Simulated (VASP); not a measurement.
A convergence study with VASP on CdTe (zinc blende): one setting is varied, all else stays as given below, so the limit is that of these other settings. Each run relaxes cell and ions from the cell shown.

```
CdTe
1.0
    0.00000     3.24000     3.24000
    3.24000     0.00000     3.24000
    3.24000     3.24000     0.00000
Cd Te
1 1
Direct
  0.00000   0.00000   0.00000
  0.25000   0.25000   0.25000
```

Method: PBE GGA, VASP's PBE PAW potentials (set 64) (plane waves; VASP). The tightest run used: 550 eV cut-off, 11×11×11 Γ-centred mesh, Gaussian smearing of 0.050 eV, potentials Cd Te.

Unless said otherwise, spin-orbit coupling is left out, though it shifts the bands of the heavy elements here. Gaps are read on the run's mesh, which can miss a band edge.

The settings run are 2×2×2 mesh; 3×3×3 mesh; 4×4×4 mesh; 5×5×5 mesh; 7×7×7 mesh; 8×8×8 mesh; 9×9×9 mesh; 10×10×10 mesh; 11×11×11 mesh. From which on does the relaxed volume stay within 0.02 Å³/atom of the tightest run?

From 7×7×7 mesh on: it is off by 0.002 there and by no more than 0.02 in any finer run, while 5×5×5 mesh is off by 0.050.
```json
[
 {"setting": "2×2×2 mesh", "relaxed volume (Å³/atom)": "39.822", "E (eV/atom)": "-1.8482", "gap on the mesh (eV)": "0.143", "irreducible k-points": "3", "difference judged (Å³/atom)": "3.489"},
 {"setting": "3×3×3 mesh", "relaxed volume (Å³/atom)": "37.063", "E (eV/atom)": "-2.2935", "gap on the mesh (eV)": "0.473", "irreducible k-points": "4", "difference judged (Å³/atom)": "0.731"},
 {"setting": "4×4×4 mesh", "relaxed volume (Å³/atom)": "36.520", "E (eV/atom)": "-2.3777", "gap on the mesh (eV)": "0.545", "irreducible k-points": "8", "difference judged (Å³/atom)": "0.187"},
 {"setting": "5×5×5 mesh", "relaxed volume (Å³/atom)": "36.382", "E (eV/atom)": "-2.3977", "gap on the mesh (eV)": "0.566", "irreducible k-points": "10", "difference judged (Å³/atom)": "0.050"},
 {"setting": "7×7×7 mesh", "relaxed volume (Å³/atom)": "36.335", "E (eV/atom)": "-2.4051", "gap on the mesh (eV)": "0.574", "irreducible k-points": "20", "difference judged (Å³/atom)": "0.002"},
 {"setting": "8×8×8 mesh", "relaxed volume (Å³/atom)": "36.332", "E (eV/atom)": "-2.4058", "gap on the mesh (eV)": "0.575", "irreducible k-points": "29", "difference judged (Å³/atom)": "0.000"},
 {"setting": "9×9×9 mesh", "relaxed volume (Å³/atom)": "36.332", "E (eV/atom)": "-2.4061", "gap on the mesh (eV)": "0.575", "irreducible k-points": "35", "difference judged (Å³/atom)": "0.001"},
 {"setting": "10×10×10 mesh", "relaxed volume (Å³/atom)": "36.332", "E (eV/atom)": "-2.4062", "gap on the mesh (eV)": "0.575", "irreducible k-points": "47", "difference judged (Å³/atom)": "0.000"},
 {"setting": "11×11×11 mesh", "relaxed volume (Å³/atom)": "36.333", "E (eV/atom)": "-2.4062", "gap on the mesh (eV)": "0.575", "irreducible k-points": "56", "difference judged (Å³/atom)": "0.000"}
]
```

Left out are rungs that failed or repeat a setting and relaxations that didn't move; long series are thinned to 24 rows.

The compound is CdTe in the zinc blende structure.
